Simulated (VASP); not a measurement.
An input for Quantum ESPRESSO's pw.x (written as the equivalent of a VASP run, and not itself run):

```
&CONTROL
  calculation = 'scf'
  pseudo_dir = './pseudo'
  outdir = './out'
  tprnfor = .true.
  tstress = .true.
/
&SYSTEM
  ibrav = 0
  nat = 5
  ntyp = 2
  ecutwfc = 86
  occupations = 'smearing'
  smearing = 'fermi-dirac'
  degauss = 0.00735
  input_dft = 'pbe'
/
&ELECTRONS
  conv_thr = 7.3e-08
  electron_maxstep = 100
/
ATOMIC_SPECIES
  Sb 121.760 Sb.upf
  Se 78.971 Se.upf
CELL_PARAMETERS angstrom
     4.6471880    0.0000000    0.0000000
    -2.3235930    4.0245820    0.0000000
     0.0000000    0.0000000    7.2410220
ATOMIC_POSITIONS crystal
  Sb   0.3333330  0.6666670  0.2467000
  Sb   0.6666670  0.3333330  0.7533000
  Se   0.0000000  0.0000000  0.0000000
  Se   0.3333330  0.6666670  0.6470000
  Se   0.6666670  0.3333330  0.3530000
K_POINTS automatic
  6 6 3 0 0 0
```

Q: Write the VASP files for the same calculation (PBE).

A: One answer among several that fit: 
### POSCAR
```
Sb2Se3
4.6471880
  1.0000000000   0.0000000000   0.0000000000
 -0.4999997848   0.8660252178   0.0000000000
  0.0000000000   0.0000000000   1.5581512949
Sb Se
2 3
Direct
  0.3333330000   0.6666670000   0.2467000000
  0.6666670000   0.3333330000   0.7533000000
  0.0000000000   0.0000000000   0.0000000000
  0.3333330000   0.6666670000   0.6470000000
  0.6666670000   0.3333330000   0.3530000000
```

**INCAR**
```
# general
SYSTEM  = Sb2Se3
PREC    = Accurate
ENCUT   = 300   # plane-wave cut-off (eV)
LREAL   = .FALSE.
LASPH   = .TRUE.   # aspherical one-centre terms

# electronic loop
EDIFF   = 1E-6
NELM    = 100   # most electronic steps
ALGO    = Normal   # blocked Davidson
LMAXMIX = 4

# smearing
ISMEAR  = -1   # Fermi-Dirac
SIGMA   = 0.1

# functional
GGA     = PE   # PBE

# ions
ISIF    = 2   # forces and stress, cell fixed

# output
LWAVE   = .FALSE.
LCHARG  = .FALSE.
```

### KPOINTS
```
Regular mesh
0
G
 6 6 3
0 0 0
```

POTCAR, in this order: Sb Se (PBE.64 set). Program: vasp_std.

What does not carry over: the potentials are each code's own (VASP's PAW set, PseudoDojo norm-conserving files in pw.x), so ENCUT and ecutwfc are chosen apart and not converted; conv_thr bounds pw.x's estimated SCF error, while EDIFF bounds the energy change between steps.

The structure was generated: Sb2Se3 was put into an ordered model structure, which need not be its known phase. The cell was not relaxed at this level. The run is one of a series of settings (KPOINTS 6×6×3 Γ-centred mesh against the base run), some of them coarse on purpose.
